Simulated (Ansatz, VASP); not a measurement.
# Cross-check of HfO2 between VASP and Ansatz, part 2 of 2

Wanted: the spread between two codes on one cell, functional and k mesh. The cell is taken from a series of runs on this material, whose earlier steps may have relaxed, scaled, displaced or heated it; both programs get it as it stands.

VASP 6.6.1 and Ansatz 0.2.0.

So far: The starting structure; VASP: zone-centre phonons, LDA.

## (2) VASP: zone-centre phonons, LDA (continued)

Level of this step: LDA; plane waves and PAW (O, Hf_pv) (VASP).

Numbers of over 12 decimals in the logs are rounded to 6 here.

From OUTCAR (step 2):

```text
ion  position               nearest neighbor table
   1  0.250  0.250  0.250-   3 2.16   3 2.16   3 2.16   3 2.16
   2  0.750  0.750  0.750-   3 2.16   3 2.16   3 2.16   3 2.16
   3  0.000  0.000  0.000-   2 2.16   2 2.16   2 2.16   1 2.16   2 2.16   1 2.16   1 2.16   1 2.16

  LATTYP: Found a body centered tetragonal cell.
 ALAT       =     3.5427400458
 C/A-ratio  =     1.3977077373

 Subroutine GETGRP returns: Found 16 space group operations
 (whereof 16 operations were pure point group operations)

The static configuration has the point symmetry D_4h.

 Found     59 irreducible k-points:

   k-points           NKPTS =     59   k-points in BZ     NKDIM =     59   number of bands    NBANDS=     17

   dimension x,y,z NGX =    28 NGY =   28 NGZ =   28
   dimension x,y,z NGXF=    56 NGYF=   56 NGZF=   56

   ENCUT  =  600.0 eV  44.10 Ry    6.64 a.u.   7.03  7.03  7.08*2*pi/ulx,y,z

   NELECT =      22.0000    total number of electrons

 k-points in reciprocal lattice and weights: Automatic mesh
   0.00000000  0.00000000  0.00000000       0.002
   0.12500000  0.00000000  0.00000000       0.016
   0.25000000  0.00000000  0.00000000       0.016
   0.37500000  0.00000000  0.00000000       0.016
   0.50000000  0.00000000  0.00000000       0.008
   0.12500000  0.12500000  0.00000000       0.004
   0.25000000  0.12500000  0.00000000       0.016
   0.37500000  0.12500000  0.00000000       0.016
   0.50000000  0.12500000  0.00000000       0.016
[...]
-0.37500000  0.12500000  0.50000000       0.008
  -0.25000000  0.25000000  0.50000000       0.004

 average (electrostatic) potential at core
       1 -70.2797       2 -70.2797       3 -37.0354

  Total       -0.7771012     -0.7771012      0.3612777      0.0000000     -0.0000000     -0.0000000
  in kB      -40.0667308    -40.0667308     18.6271957      0.0000000     -0.0000000     -0.0000000
  external PRESSURE =     -20.5020886 kB  Pullay stress =       0.0000000 kB

  energy-cutoff  :      600.00
  volume of cell :       31.07
      direct lattice vectors                 reciprocal lattice vectors
     0.000000000  2.505095510  2.475857587    -0.199593188  0.199593188  0.201950226
     2.505095510  0.000000000  2.475857587     0.199593188 -0.199593188  0.201950226
     2.505095510  2.505095510  0.000000000     0.199593188  0.199593188 -0.201950226

 POSITION                                       TOTAL-FORCE (eV/Angst)
 -----------------------------------------------------------------------------------
      1.25255      1.25255      1.23793         0.000000      0.000000     -0.000000
      3.75764      3.75764      3.71379        -0.000000     -0.000000      0.000000
      0.00000      0.00000      0.00000        -0.000000      0.000000      0.000000
 -----------------------------------------------------------------------------------
    total drift:                                0.000000      0.000000      0.000000

 MACROSCOPIC STATIC DIELECTRIC TENSOR (including local field effects in DFT)
 ------------------------------------------------------
           5.362268     0.000000     0.000000
           0.000000     5.362268     0.000000
           0.000000     0.000000     5.282095
 ------------------------------------------------------

 PIEZOELECTRIC TENSOR (including local field effects)  for field in x, y, z        (C/m^2)
          XX          YY          ZZ          XY          YZ          ZX
  --------------------------------------------------------------------------------
  x     0.00000     0.00000     0.00000     0.00000     0.00000     0.00000
  y     0.00000     0.00000     0.00000     0.00000     0.00000     0.00000
  z     0.00000     0.00000     0.00000     0.00000     0.00000     0.00000

 BORN EFFECTIVE CHARGES (including local field effects) (in |e|, cummulative output)
 ---------------------------------------------------------------------------------
 ion    1
    1    -2.78991     0.00000     0.00000
    2     0.00000    -2.78991     0.00000
    3     0.00000     0.00000    -2.75061
 ion    2
    1    -2.78991     0.00000     0.00000
    2     0.00000    -2.78991     0.00000
    3     0.00000     0.00000    -2.75061
 ion    3
    1     5.57981     0.00000     0.00000
    2     0.00000     5.57981     0.00000
    3     0.00000     0.00000     5.50122

 Eigenvectors and eigenvalues of the dynamical matrix
 ----------------------------------------------------

   1 f  =   18.415247 THz   115.706407 2PiTHz  614.266507 cm-1    76.159306 meV
             X         Y         Z           dx          dy          dz
      1.252548  1.252548  1.237929     0.000000    0.000000    0.707107
      3.757643  3.757643  3.713786    -0.000000   -0.000000   -0.707107
      0.000000  0.000000  0.000000     0.000000    0.000000    0.000000

   2 f  =   17.783693 THz   111.738239 2PiTHz  593.200151 cm-1    73.547412 meV
             X         Y         Z           dx          dy          dz
      1.252548  1.252548  1.237929    -0.635867    0.309310    0.000000
      3.757643  3.757643  3.713786     0.635867   -0.309310   -0.000000
      0.000000  0.000000  0.000000    -0.000000    0.000000    0.000000

   3 f  =   17.783693 THz   111.738239 2PiTHz  593.200151 cm-1    73.547412 meV
             X         Y         Z           dx          dy          dz
      1.252548  1.252548  1.237929     0.309310    0.635867   -0.000000
      3.757643  3.757643  3.713786    -0.309310   -0.635867    0.000000
      0.000000  0.000000  0.000000    -0.000000   -0.000000   -0.000000

   4 f  =    7.603561 THz    47.774585 2PiTHz  253.627508 cm-1    31.445789 meV
             X         Y         Z           dx          dy          dz
      1.252548  1.252548  1.237929    -0.000000    0.000000   -0.651229
      3.757643  3.757643  3.713786    -0.000000    0.000000   -0.651229
      0.000000  0.000000  0.000000     0.000000   -0.000000    0.389616

   5 f  =    7.547119 THz    47.419944 2PiTHz  251.744777 cm-1    31.212360 meV
             X         Y         Z           dx          dy          dz
      1.252548  1.252548  1.237929     0.649076    0.050840   -0.000000
      3.757643  3.757643  3.713786     0.649076    0.050840    0.000000
      0.000000  0.000000  0.000000    -0.388977   -0.030468   -0.000000

   6 f  =    7.547119 THz    47.419944 2PiTHz  251.744777 cm-1    31.212360 meV
             X         Y         Z           dx          dy          dz
      1.252548  1.252548  1.237929     0.050840   -0.649076   -0.000000
      3.757643  3.757643  3.713786     0.050840   -0.649076   -0.000000
      0.000000  0.000000  0.000000    -0.030468    0.388977    0.000000

   7 f/i=    0.002153 THz     0.013528 2PiTHz    0.071820 cm-1     0.008905 meV
             X         Y         Z           dx          dy          dz
      1.252548  1.252548  1.237929    -0.018356    0.275279    0.000000
      3.757643  3.757643  3.713786    -0.018356    0.275279    0.000000
      0.000000  0.000000  0.000000    -0.061259    0.918704    0.000000

   8 f/i=    0.002153 THz     0.013528 2PiTHz    0.071820 cm-1     0.008905 meV
             X         Y         Z           dx          dy          dz
      1.252548  1.252548  1.237929     0.275279    0.018356    0.000000
      3.757643  3.757643  3.713786     0.275279    0.018356    0.000000
      0.000000  0.000000  0.000000     0.918704    0.061259    0.000000

   9 f/i=    0.002392 THz     0.015031 2PiTHz    0.079798 cm-1     0.009894 meV
             X         Y         Z           dx          dy          dz
      1.252548  1.252548  1.237929    -0.000000   -0.000000    0.275500
      3.757643  3.757643  3.713786    -0.000000   -0.000000    0.275500
      0.000000  0.000000  0.000000    -0.000000   -0.000000    0.920978

 MACROSCOPIC STATIC DIELECTRIC TENSOR IONIC CONTRIBUTION
 ------------------------------------------------------
          28.645264    -0.000000    -0.000000
          -0.000000    28.645264    -0.000000
          -0.000000    -0.000000    27.479357
 ------------------------------------------------------

 ELASTIC MODULI CONTR FROM IONIC RELAXATION (kBar)
 Direction    XX          YY          ZZ          XY          YZ          ZX
 --------------------------------------------------------------------------------
 XX           0.0000      0.0000      0.0000      0.0000      0.0000      0.0000
 YY           0.0000      0.0000      0.0000      0.0000      0.0000      0.0000
 ZZ           0.0000      0.0000      0.0000      0.0000      0.0000      0.0000
 XY           0.0000      0.0000      0.0000   -348.5138     -0.0000     -0.0000
 YZ           0.0000      0.0000      0.0000     -0.0000   -357.3552     -0.0000
 ZX           0.0000      0.0000      0.0000     -0.0000      0.0000   -343.4772
 --------------------------------------------------------------------------------

 PIEZOELECTRIC TENSOR IONIC CONTR  for field in x, y, z        (C/m^2)
          XX          YY          ZZ          XY          YZ          ZX
  --------------------------------------------------------------------------------
  x     0.00000     0.00000     0.00000     0.00000     0.00000    -0.00000
  y     0.00000     0.00000     0.00000    -0.00000    -0.00000     0.00000
  z     0.00000     0.00000     0.00000     0.00000    -0.00000     0.00000
```

## (3) Ansatz: zone-centre phonons, LDA

Ansatz runs on its PAW soft_1 files.

The same cell, functional (in two slightly different forms) and mesh now go to Ansatz, which takes its cutoff from its data sets.

Contents of input.yaml:

```yaml
crystal:
  lattice:
    - [0.0, 2.5050955104, 2.4758575867]
    - [2.5050955104, 0.0, 2.4758575867]
    - [2.5050955104, 2.5050955104, 0.0]
  atoms:
    - { symbol: O, position: [0.25, 0.25, 0.25] }
    - { symbol: O, position: [0.75, 0.75, 0.75] }
    - { symbol: Hf, position: [0.0, 0.0, 0.0] }
kpoints:
  mp_grid: { grid: [8, 8, 8] }
hamiltonian:
  xc: lda
  pseudopotentials: { kind: paw, azcp: { folder: soft_1 }, xc_functional: pbe }
scf:
  occupations: { method: fixed }
output:
  eigenvalues: true
phonons:
  method: dfpt
  dielectric: true
  rigid_motions: translations
```

Started as:

```bash
> ansatz run input.yaml --threads 8 --pin off --max-ram 20480MiB --backend cpu --events-out ev --progress --plain --runs-dir out
```

The log of the run:

```text
Engine: ansatz 0.2.0, aarch64-unknown-linux-gnu
Pseudopotentials: kind: paw
Pseudopotential: O, paw, valence charge 6, recommended cutoff 420 eV (normal), soft_1/O.paw.azcp
Pseudopotential: Hf, paw, valence charge 26, recommended cutoff 420 eV (normal), soft_1/Hf.paw.azcp
Functional definition: SPW92
  exchange = slater_x
  correlation = pw_c
Crystal: 3 atoms, lattice volume = 31.075 Å³
Basis set: ecut = 420 eV, 609 PW (Γ), exchange–correlation on 48×48×48 points (8 copies of the dense FFT grid, shifted against one another)
Bands: 23, of which v1, the nominal top of the filled ones, is band 19 counted from 1 (18 counted from 0)
Symmetry: 16 space group operations
k-points: 260 of 512 (irreducible under 1 space group operation, time reversal used)
Non-local potential: O, projectors of the file, l = 0: 2, l = 1: 2, l = 2: 1
Non-local potential: Hf, projectors of the file, l = 0: 3, l = 1: 2, l = 2: 2, l = 3: 3
PAW form: soft (Blöchl's): semilocal exchange-correlation on the pseudo side does not see the compensation charge
PAW frozen core: O, regenerated for the run's functional, and the local potential with it (the file was generated under x = pbe(κ = 0.804, μ = 0.219515), c = pbe(β = 0.066725))
PAW frozen core: Hf, regenerated for the run's functional, and the local potential with it (the file was generated under x = pbe(κ = 0.804, μ = 0.219515), c = pbe(β = 0.066725))
PAW one-centre angular grid: O, 110 points (default); XC on 64 Gauss nodes
PAW one-centre angular grid: Hf, 590 points (default); XC on 64 Gauss nodes
Initial density: superposition of atomic densities (chi_scale 0.1, normalization cell, long waves kept (reshape's long-wave potential 0.00 eV rms))
Initial wavefunctions: pseudopotential atomic-orbital guess
Functional: x = slater, c = lda
SCF iter   1: F=—  HF=-16594.308918 eV  |F-HF|=—  |Δ(HF+E_count)|=         —  Δρ=9.07e-2  dr2=1.96e0  ethr=3.10e-3  ⟨swp⟩=4.0  Hψ=19792  notcnv=0  defer=491
preconditioner: auto → none  [insulator: Δε(μ)=2.970 eV  Ē_g=19.455 eV  n_scr=14 (ndim 8)  ℏωp=40.0 eV  f_vac=0.000  ε∞_Penn≈5.2]
SCF iter   2: F=—  HF=-16593.714580 eV  |F-HF|=—  |Δ(HF+E_count)|=   5.94e-1  Δρ=3.60e-2  dr2=3.38e-1  ethr=3.10e-3  ⟨swp⟩=2.3  Hψ=14065  notcnv=0  defer=470
SCF iter   3: F=—  HF=-16593.635325 eV  |F-HF|=—  |Δ(HF+E_count)|=   7.93e-2  Δρ=2.58e-2  dr2=1.13e-1  ethr=8.89e-4  ⟨swp⟩=2.0  Hψ=10402  notcnv=0  defer=520
SCF iter   4: F=—  HF=-16593.612062 eV  |F-HF|=—  |Δ(HF+E_count)|=   2.33e-2  Δρ=5.52e-3  dr2=4.61e-3  ethr=2.98e-4  ⟨swp⟩=2.7  Hψ=11820  notcnv=0  defer=520
SCF iter   5: F=—  HF=-16593.614255 eV  |F-HF|=—  |Δ(HF+E_count)|=   2.19e-3  Δρ=2.62e-3  dr2=7.06e-4  ethr=1.21e-5  ⟨swp⟩=2.0  Hψ=12155  notcnv=0  defer=520
SCF iter   6: F=—  HF=-16593.614569 eV  |F-HF|=—  |Δ(HF+E_count)|=   3.14e-4  Δρ=2.34e-4  dr2=5.31e-6  ethr=1.86e-6  ⟨swp⟩=2.0  Hψ=9881  notcnv=0  defer=519
SCF iter   7: F=—  HF=-16593.614566 eV  |F-HF|=—  |Δ(HF+E_count)|=   3.08e-6  Δρ=1.31e-5  dr2=3.52e-8  ethr=1.40e-8  ⟨swp⟩=2.1  Hψ=10205  notcnv=0
SCF iter   8: F=—  HF=-16593.614567 eV  |F-HF|=—  |Δ(HF+E_count)|=   1.53e-6  Δρ=2.31e-6  dr2=8.23e-10  ethr=9.26e-11  ⟨swp⟩=2.3  Hψ=11146  notcnv=0
SCF iter   9: F=-16593.614567 eV  HF=-16593.614567 eV  |F-HF|=8.00e-11  |Δ(HF+E_count)|=  1.42e-10  Δρ=4.42e-7  dr2=5.54e-11  ethr=1.00e-12  ⟨swp⟩=8.6  Hψ=42158  notcnv=0
SCF 1 converged in 9 iterations: F = -16593.614567 eV  dr2 = 5.54e-11
  greatest PAW one-centre occupation: 0.999 electrons in one spin orbital (limit 2), on the Hf atom at site 2 (counted from 0), in its partial waves of l = 3
NSCF: frozen V_eff on 3 k-points
DFPT response loops at Γ: preconditioner auto → none (the input reference at scf.mixing.eps_inf says where Resta's filter doesn't serve); β = 0.50; Broyden in place of MSR1
SCF converged after 9 iterations
Free energy (F): -16593.614567 eV
Harris-Foulkes:  -16593.614567 eV  (|F-HF|=8.00e-11)
Internal energy: -16593.614567 eV  (E = F + TS)
E sigma→0 (E₀):  -16593.614567 eV
Fermi energy:    15.446033 eV
--- Per-component energies (eV) ---
  E_band       = 30.182183
  E_kinetic    = 744.544888
  E_local      = -6852.282226  (includes V_loc(G=0)·N_el)
  E_nonlocal   = 187.528052
  E_hartree    = 3274.236821
  E_xc         = -406.059258
  E_vxc        = -437.240909  (∫ρ·V_xc dr)
  E_paw        = -7761.440582  (= ΣΔE_a)
  E_vpaw       = -160.843681  (= ΣTr[D̂ρ^β])
  E_aug_tail   = 0.001656  (compensation charges beyond the density's cutoff)
  E_ewald      = -5782.794851
  E_core_change = 2.650931  (= ΣΔE_core)
  E_smearing   = -0.000000  (= −TS)
  E_closure    = 0.000000  (closes the sum)
  Σ components = -16593.614567   (vs F -16593.614567, Δ=0.00e0)
--- Band table (eV; the first three rows and the last of 260) ---
  k-point 0: bands = [... 15 lower, 9.5952, 14.6537, 14.6537, 14.8152, 19.0665, 19.1947, 21.3429, 26.2973]
  k-point 1: bands = [... 15 lower, 10.0804, 14.2170, 14.3388, 14.4618, 19.4075, 19.5159, 21.9409, 25.5119]
  k-point 2: bands = [... 15 lower, 11.1777, 13.2928, 13.7942, 13.8737, 19.9216, 19.9700, 22.5129, 24.9362]
  k-point 259: bands = [... 15 lower, 12.1348, 12.5000, 13.4428, 13.4563, 19.9081, 19.9616, 22.7245, 24.2522]
--- Phonons (Γ-DFPT): 4 representative perturbations + reference, on 260 of 512 k-points (Σ response iterations 17) ---
  k mesh reduced under 1 symmetry operation, with k and −k counted as one. Each operation leaves every solved perturbation unchanged. A smaller set is not considered because the run solves the response to a homogeneous field
  ASR residual: 1.739e-4 → 0.000e0 eV/Å²; symmetrization residual: 1.599e-5 eV/Å²
  ASR residual per site (eV/Å²): 3.72e-5 3.72e-5 1.74e-4
  Γ frequencies (cm⁻¹): 0.00 0.00 0.00 254.46 254.46 255.98 595.55 595.55 615.95
  ε∞ (high-frequency dielectric tensor):
        5.422180     0.000000     0.000000
        0.000000     5.422180     0.000000
        0.000000     0.000000     5.340327
  ε⁰ (static dielectric tensor: ions relaxed, cell fixed):
       33.895598     0.000000    -0.000000
        0.000000    33.895598     0.000000
       -0.000000     0.000000    32.666361
  ε⁰ − ε∞ (ionic part):
       28.473418     0.000000    -0.000000
        0.000000    28.473418     0.000000
       -0.000000     0.000000    27.326033
  softest optical mode at Γ: 254.46 cm⁻¹; the repairs (sum rule, projections) moved no ω² at Γ by more than (1.75 cm⁻¹)²
  Born effective charges Z* (e; rows j = field, columns β = displacement):
    site 0:
        -2.81030    0.00000    0.00000
         0.00000   -2.81030    0.00000
        -0.00000   -0.00000   -2.76960
    site 1:
        -2.81030    0.00000    0.00000
         0.00000   -2.81030   -0.00000
         0.00000    0.00000   -2.76960
    site 2:
         5.62060    0.00000    0.00000
         0.00000    5.62060    0.00000
         0.00000    0.00000    5.53920
  Z* charge neutrality: 2.463e-5 e pre-enforcement
  k-mesh period / interband length: 28.2 Å / 1.35 Å = 20.87 at k = (0.0000, 0.0000, 0.0000), direct gap 4.251 eV — 14 or more, which is no proof of convergence
  optical modes at Γ without the LO–TO term, one row a degenerate level:
      ω (cm⁻¹)  modes    IR ((D/Å)²/amu)
        254.46      2            53.7217
        255.98      1            26.0885
        595.55      2             0.0000
        615.95      1             0.0000
  optical modes at Γ + LO–TO along q̂ = [1.0000, 0.0000, 0.0000]:
      ω (cm⁻¹)  modes    IR ((D/Å)²/amu)
        254.46      1            26.8608
        255.98      1            26.0885
[...]
optical modes at Γ + LO–TO along q̂ = [0.0000, 1.0000, 0.0000]:
      ω (cm⁻¹)  modes    IR ((D/Å)²/amu)
[...]
255.98      1            26.0885
        595.55      2             0.0000
        615.95      1             0.0000
        636.21      1            26.8608
  optical modes at Γ + LO–TO along q̂ = [0.0000, 0.0000, 1.0000]:
      ω (cm⁻¹)  modes    IR ((D/Å)²/amu)
        254.46      2            53.7217
        595.55      2             0.0000
        615.95      1             0.0000
        633.11      1            26.0885
```

The column dr2 measures how far the density is from self-consistency, as an energy; F and HF (Harris–Foulkes) agree once it is small.

## (4) Differences

Known differences besides the potentials themselves: fixed occupations in Ansatz, narrow Gaussian smearing in VASP; the data sets hold 38 valence electrons in Ansatz (on its PAW soft_1 files) and 22 in VASP; the cutoff is 420 eV in Ansatz and 600 eV in VASP; VASP's log shows a relativistic correction to its local exchange, Ansatz's none. Total energies have different zeros and are not compared.

Both answers:

```
                                     quantity  Ansatz   VASP  difference
                                        ε∞ xx    5.42   5.36     +1.12 %
                                        ε∞ yy    5.42   5.36     +1.12 %
                                        ε∞ zz    5.34   5.28     +1.10 %
 Born charge of O1 (mean of the diagonal) (e)   -2.80  -2.78       -0.02
Born charge of Hf3 (mean of the diagonal) (e)    5.59   5.55       +0.04
                   optical mode 1 to 2 (cm⁻¹)   254.5  251.7     +1.08 %
                        optical mode 3 (cm⁻¹)   256.0  253.6     +0.93 %
                   optical mode 4 to 5 (cm⁻¹)   595.5  593.2     +0.40 %
                        optical mode 6 (cm⁻¹)   616.0  614.3     +0.27 %
```

Modes are paired by rising frequency, not by their patterns, so a pair may set unlike modes beside each other; they are those without the splitting of longitudinal modes.

## (5) Summary of results

| Property | Result |
| --- | --- |
| r.m.s. difference of the optical zone-centre modes, each program's sorted by frequency (zone-centre phonons, LDA) | 2.4 cm⁻¹ |
| difference in ε∞ xx (zone-centre phonons, LDA) | +1.1 % |

The r.m.s. difference of the optical zone-centre modes, each program's sorted by frequency is 2.4 cm⁻¹ (zone-centre phonons, LDA). The data sets hold unlike numbers of valence electrons (38 in Ansatz and 22 in VASP), so part of the differences comes from the potentials. Among the rows given in per cent, the largest difference of the zone-centre phonons, LDA pair is in ε∞ xx, +1.1 %. Such differences can come from data sets, numerical settings and the points named under the comparisons, not from the functional's error against experiment.

[Lines on the potential files, build, host, timing and source positions are cut from VASP's logs without a mark.]

[Logs are printed without paths, hosts, clocks, repeated set-up lines and the standing remarks that a program may print on its own settings, such as how far it seeks lower states.]

[Hosts, paths, dates, database ids (printed as entryN), source tags and the programs' standing remarks are cut or masked in the printed files.]
